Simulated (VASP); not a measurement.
Calculation: PBEsol GGA, VASP's PBE PAW potentials (set 64) (plane waves; VASP).

Input for VASP

**POSCAR**
```
WS2
1
    1.5729433991    -2.7244178629    -0.0000000000
    1.5729433991     2.7244178629    -0.0000000000
    0.0000000000    -0.0000000000    12.3157635214
W S
2 4
Direct
  0.3333330000   0.6666670000   0.2500000000
  0.6666670000   0.3333330000   0.7500000000
  0.3333330000   0.6666670000   0.8774502583
  0.6666670000   0.3333330000   0.3774502583
  0.6666670000   0.3333330000   0.1225497417
  0.3333330000   0.6666670000   0.6225497417
```

INCAR:
```
ALGO=Normal
EDIFF=1E-6
EDIFFG=-0.02
ENCUT=520
GGA=PS
IBRION=2
ISIF=3
ISMEAR=0
LASPH=T
LCHARG=F
LMAXMIX=6
LREAL=F
LWAVE=F
NELM=100
NSW=60
PREC=Accurate
SIGMA=0.05
SYSTEM=WS2
```

File KPOINTS:
```
K-points
0
G
  7 7 2
```

POTCAR, in this order: W_sv S (PBE.64 set). Program: vasp_std.

The run wrote:

**OSZICAR**
```
...
DAV:   2    -0.505559075697E+02    0.26074E-01   -0.18754E-01  1130   0.289E+00    0.864E-01
DAV:   3    -0.505517940656E+02    0.41135E-02   -0.11513E-02  1154   0.566E-01    0.315E-01
DAV:   4    -0.505502811675E+02    0.15129E-02   -0.42867E-03  1158   0.320E-01    0.197E-01
DAV:   5    -0.505501246615E+02    0.15651E-03   -0.48414E-04  1271   0.153E-01    0.144E-01
DAV:   6    -0.505500607199E+02    0.63942E-04   -0.26590E-04  1364   0.865E-02    0.206E-02
DAV:   7    -0.505500583943E+02    0.23256E-05   -0.30533E-05  1139   0.304E-02    0.784E-03
DAV:   8    -0.505500583598E+02    0.34458E-07   -0.84254E-07   769   0.655E-03
   3 F= -.50550058E+02 E0= -.50550058E+02  d E =-.267623E-02
       N       E                     dE             d eps       ncg     rms          rms(c)
DAV:   1    -0.505579513804E+02   -0.78930E-02   -0.28411E-01  1042   0.390E+00    0.775E-01
DAV:   2    -0.505516935257E+02    0.62579E-02   -0.44580E-02  1130   0.141E+00    0.420E-01
DAV:   3    -0.505507153225E+02    0.97820E-03   -0.26950E-03  1154   0.274E-01    0.152E-01
DAV:   4    -0.505503548114E+02    0.36051E-03   -0.10158E-03  1130   0.156E-01    0.955E-02
DAV:   5    -0.505503153555E+02    0.39456E-04   -0.11466E-04  1293   0.741E-02    0.695E-02
DAV:   6    -0.505502973404E+02    0.18015E-04   -0.62920E-05  1343   0.421E-02    0.974E-03
DAV:   7    -0.505502962988E+02    0.10416E-05   -0.73306E-06  1018   0.148E-02    0.351E-03
DAV:   8    -0.505502962843E+02    0.14486E-07   -0.24312E-07   587   0.383E-03
   4 F= -.50550296E+02 E0= -.50550296E+02  d E =-.291415E-02
       N       E                     dE             d eps       ncg     rms          rms(c)
DAV:   1    -0.505505359804E+02   -0.23968E-03   -0.35107E-03   999   0.349E-01    0.587E-02
DAV:   2    -0.505504990520E+02    0.36928E-04   -0.37054E-04  1143   0.122E-01    0.368E-02
DAV:   3    -0.505504943369E+02    0.47150E-05   -0.16346E-05  1067   0.231E-02    0.180E-02
DAV:   4    -0.505504915788E+02    0.27582E-05   -0.75795E-06   991   0.120E-02    0.889E-03
DAV:   5    -0.505504909248E+02    0.65397E-06   -0.14594E-06   713   0.835E-03
   5 F= -.50550491E+02 E0= -.50550491E+02  d E =-.194640E-03
       N       E                     dE             d eps       ncg     rms          rms(c)
DAV:   1    -0.505514514802E+02   -0.95990E-03   -0.31550E-02   999   0.105E+00    0.177E-01
DAV:   2    -0.505511165098E+02    0.33497E-03   -0.32964E-03  1108   0.364E-01    0.110E-01
DAV:   3    -0.505510741952E+02    0.42315E-04   -0.14785E-04  1216   0.694E-02    0.547E-02
DAV:   4    -0.505510484092E+02    0.25786E-04   -0.68305E-05  1143   0.352E-02    0.270E-02
DAV:   5    -0.505510439699E+02    0.44393E-05   -0.14785E-05  1193   0.242E-02    0.170E-02
DAV:   6    -0.505510429460E+02    0.10239E-05   -0.29459E-06   876   0.999E-03    0.401E-03
DAV:   7    -0.505510428185E+02    0.12756E-06   -0.45015E-07   587   0.407E-03
   6 F= -.50551043E+02 E0= -.50551043E+02  d E =-.746534E-03
       N       E                     dE             d eps       ncg     rms          rms(c)
DAV:   1    -0.505536499129E+02   -0.26070E-02   -0.12610E-01   999   0.209E+00    0.357E-01
DAV:   2    -0.505523021615E+02    0.13478E-02   -0.13273E-02  1100   0.731E-01    0.221E-01
DAV:   3    -0.505521329828E+02    0.16918E-03   -0.59707E-04  1159   0.139E-01    0.110E-01
DAV:   4    -0.505520292115E+02    0.10377E-03   -0.27241E-04  1157   0.702E-02    0.545E-02
DAV:   5    -0.505520124402E+02    0.16771E-04   -0.59529E-05  1151   0.483E-02    0.340E-02
DAV:   6    -0.505520103211E+02    0.21191E-05   -0.11896E-05  1064   0.198E-02    0.801E-03
DAV:   7    -0.505520099875E+02    0.33356E-06   -0.16076E-06   637   0.779E-03
   7 F= -.50552010E+02 E0= -.50552010E+02  d E =-.171370E-02
       N       E                     dE             d eps       ncg     rms          rms(c)
DAV:   1    -0.505599240862E+02   -0.79138E-02   -0.50374E-01   999   0.418E+00    0.725E-01
DAV:   2    -0.505545602879E+02    0.53638E-02   -0.52978E-02  1100   0.146E+00    0.443E-01
DAV:   3    -0.505538865957E+02    0.67369E-03   -0.23868E-03  1166   0.279E-01    0.223E-01
DAV:   4    -0.505534683503E+02    0.41825E-03   -0.10863E-03  1157   0.140E-01    0.111E-01
DAV:   5    -0.505534030516E+02    0.65299E-04   -0.24177E-04  1130   0.967E-02    0.680E-02
DAV:   6    -0.505533988142E+02    0.42374E-05   -0.47665E-05  1178   0.396E-02    0.160E-02
DAV:   7    -0.505533978987E+02    0.91552E-06   -0.68505E-06  1049   0.136E-02
   8 F= -.50553398E+02 E0= -.50553398E+02  d E =-.310161E-02
       N       E                     dE             d eps       ncg     rms          rms(c)
DAV:   1    -0.505798086362E+02   -0.26410E-01   -0.20102E+00   992   0.835E+00    0.150E+00
DAV:   2    -0.505586197645E+02    0.21189E-01   -0.21072E-01  1093   0.293E+00    0.889E-01
DAV:   3    -0.505559666497E+02    0.26531E-02   -0.95812E-03  1166   0.558E-01    0.458E-01
DAV:   4    -0.505542810930E+02    0.16856E-02   -0.42842E-03  1157   0.277E-01    0.230E-01
DAV:   5    -0.505540134044E+02    0.26769E-03   -0.10168E-03  1123   0.195E-01    0.136E-01
DAV:   6    -0.505540074360E+02    0.59684E-05   -0.18883E-04  1170   0.787E-02    0.332E-02
DAV:   7    -0.505540042479E+02    0.31882E-05   -0.28334E-05  1184   0.278E-02    0.107E-02
DAV:   8    -0.505540039835E+02    0.26439E-06   -0.19133E-06   835   0.844E-03
   9 F= -.50554004E+02 E0= -.50554004E+02  d E =-.370770E-02
       N       E                     dE             d eps       ncg     rms          rms(c)
DAV:   1    -0.505560571903E+02   -0.20529E-02   -0.14923E-01   999   0.226E+00    0.377E-01
DAV:   2    -0.505544510891E+02    0.16061E-02   -0.15410E-02  1100   0.787E-01    0.235E-01
DAV:   3    -0.505542586947E+02    0.19239E-03   -0.67149E-04  1153   0.148E-01    0.118E-01
DAV:   4    -0.505541369604E+02    0.12173E-03   -0.30270E-04  1143   0.741E-02    0.591E-02
DAV:   5    -0.505541194241E+02    0.17536E-04   -0.69538E-05  1130   0.520E-02    0.364E-02
DAV:   6    -0.505541210969E+02   -0.16728E-05   -0.13651E-05  1057   0.213E-02    0.851E-03
DAV:   7    -0.505541212053E+02   -0.10842E-06   -0.18080E-06   661   0.817E-03
  10 F= -.50554121E+02 E0= -.50554121E+02  d E =-.382492E-02
       N       E                     dE             d eps       ncg     rms          rms(c)
DAV:   1    -0.505551964657E+02   -0.10754E-02   -0.37515E-02  1007   0.132E+00    0.240E-01
DAV:   2    -0.505544446714E+02    0.75179E-03   -0.55980E-03  1137   0.487E-01    0.147E-01
DAV:   3    -0.505543440639E+02    0.10061E-03   -0.27612E-04  1154   0.923E-02    0.614E-02
DAV:   4    -0.505542909120E+02    0.53152E-04   -0.14928E-04  1134   0.532E-02    0.270E-02
DAV:   5    -0.505542839419E+02    0.69701E-05   -0.18740E-05  1230   0.279E-02    0.197E-02
DAV:   6    -0.505542822093E+02    0.17326E-05   -0.41101E-06   990   0.117E-02    0.419E-03
DAV:   7    -0.505542819270E+02    0.28232E-06   -0.66914E-07   587   0.512E-03
  11 F= -.50554282E+02 E0= -.50554282E+02  d E =-.160722E-03
       N       E                     dE             d eps       ncg     rms          rms(c)
DAV:   1    -0.505627519990E+02   -0.84698E-02   -0.33640E-01  1000   0.394E+00    0.725E-01
DAV:   2    -0.505559917493E+02    0.67602E-02   -0.50325E-02  1129   0.146E+00    0.438E-01
DAV:   3    -0.505550846693E+02    0.90708E-03   -0.25158E-03  1168   0.278E-01    0.184E-01
DAV:   4    -0.505546062930E+02    0.47838E-03   -0.13440E-03  1149   0.159E-01    0.812E-02
DAV:   5    -0.505545495399E+02    0.56753E-04   -0.17127E-04  1238   0.839E-02    0.594E-02
DAV:   6    -0.505545427621E+02    0.67778E-05   -0.37845E-05  1213   0.351E-02    0.123E-02
DAV:   7    -0.505545417498E+02    0.10123E-05   -0.62125E-06  1032   0.134E-02    0.433E-03
DAV:   8    -0.505545417139E+02    0.35971E-07   -0.67162E-07   608   0.570E-03
  12 F= -.50554542E+02 E0= -.50554542E+02  d E =-.420509E-03
```

**OUTCAR**
```
------------------------ aborting loop because EDIFF is reached ----------------------------------------
  FORCE on cell =-STRESS in cart. coord.  units (eV):
  Direction    XX          YY          ZZ          XY          YZ          ZX
  --------------------------------------------------------------------------------------
  Total       -0.0304998     -0.0304998      0.0505850      0.0000000      0.0000000     -0.0000000
  in kB       -0.4505677     -0.4505677      0.7472831      0.0000000      0.0000000     -0.0000000
  external PRESSURE =      -0.0512841 kB  Pullay stress =       0.0000000 kB
  volume of cell :      108.45
      direct lattice vectors                 reciprocal lattice vectors
     1.573745003 -2.725806282 -0.000000000     0.317713479 -0.183431964  0.000000000
     1.573745003  2.725806282 -0.000000000     0.317713479  0.183431964 -0.000000000
    -0.000000000  0.000000000 12.641195195     0.000000000 -0.000000000  0.079106444
 POSITION                                       TOTAL-FORCE (eV/Angst)
 -----------------------------------------------------------------------------------
      1.57375      0.90860      3.16030        -0.000000     -0.000000      0.000000
      1.57375     -0.90860      9.48090        -0.000000      0.000000      0.000000
      1.57375      0.90860     11.04849        -0.000000      0.000000      0.005848
      1.57375     -0.90860      4.72790        -0.000000     -0.000000      0.005848
      1.57375     -0.90860      1.59270        -0.000000     -0.000000     -0.005848
      1.57375      0.90860      7.91330         0.000000      0.000000     -0.005848
 -----------------------------------------------------------------------------------
    total drift:                               -0.000155      0.001151     -0.000035
  FREE ENERGIE OF THE ION-ELECTRON SYSTEM (eV)
  ---------------------------------------------------
  free  energy   TOTEN  =       -50.5545417139 eV

  energy  without entropy=      -50.5545417139  energy(sigma->0) =      -50.55454171

 reached required accuracy - stopping structural energy minimisation
```
(Selected blocks of OUTCAR.)

### CONTCAR
```
WS2
   1.00000000000000
     1.5737450031930371   -2.7258062818842026   -0.0000000000000000
     1.5737450031930371    2.7258062818842026   -0.0000000000000000
    -0.0000000000000000    0.0000000000000000   12.6411951945334611
  W               S
     2     4
Direct
     0.3333330000000032    0.6666669999999968    0.2500000000000000
     0.6666669999999968    0.3333330000000032    0.7500000000000000
     0.3333330000000032    0.6666669999999968    0.8740071210754630
     0.6666669999999968    0.3333330000000032    0.3740071210754631
     0.6666669999999968    0.3333330000000032    0.1259928789245369
     0.3333330000000032    0.6666669999999968    0.6259928789245370
```

File OUTCAR:
```
 val. band max:        7.0268474436   @ k =   0.0000   0.0000   0.0000

 cond. band min:       8.2125849615   @ k =   0.1429   0.1429   0.0000


 Fermi energy:         7.3827973291

 k-point     1 :       0.0000    0.0000    0.0000
  band No.  band energies     occupation
      1     -67.4147      2.00000
      2     -67.4147      2.00000
      3     -31.6905      2.00000
      4     -31.6905      2.00000
      5     -31.4992      2.00000
      6     -31.4992      2.00000
      7     -31.4992      2.00000
      8     -31.4992      2.00000
      9      -8.4868      2.00000
     10      -8.3181      2.00000
     11      -6.8852      2.00000
     12      -6.5548      2.00000
     13      -0.4763      2.00000
     14       0.3765      2.00000
     15       3.3772      2.00000
     16       3.6371      2.00000
     17       3.6371      2.00000
     18       3.6461      2.00000
     19       3.6461      2.00000
     20       4.9026      2.00000
     21       4.9026      2.00000
     22       4.9380      2.00000
     23       4.9381      2.00000
     24       5.4022      2.00000
     25       5.8895      2.00000
     26       7.0268      2.00000
     27       9.4669      0.00000
     28       9.4670      0.00000
     29       9.4744      0.00000
     30       9.4744      0.00000
     31       9.5758      0.00000

 k-point     2 :       0.1429    0.0000    0.0000
  band No.  band energies     occupation
      1     -67.4109      2.00000
      2     -67.4109      2.00000
      3     -31.6773      2.00000
      4     -31.6773      2.00000
      5     -31.5720      2.00000
      6     -31.5720      2.00000
      7     -31.5161      2.00000
      8     -31.5161      2.00000
      9      -8.1400      2.00000
     10      -7.9717      2.00000
     11      -6.7418      2.00000
     12      -6.4408      2.00000
     13      -0.0725      2.00000
     14       0.7738      2.00000
     15       2.8261      2.00000
     16       2.8582      2.00000
     17       2.8920      2.00000
...
```

Energy and stress use the plane-wave basis of the starting cell. Without a dispersion term in the relaxation, distances and binding between the weakly bound layers, chains or molecules are unreliable, and so is what depends on them. Unless said otherwise, spin-orbit coupling is left out, though it shifts the bands of the heavy elements here.

The compound is WS2 in the 2H layered structure. This run relaxes it. Symmetry was kept, so distortions that lower it aren't found. The start is the result of an earlier pass.
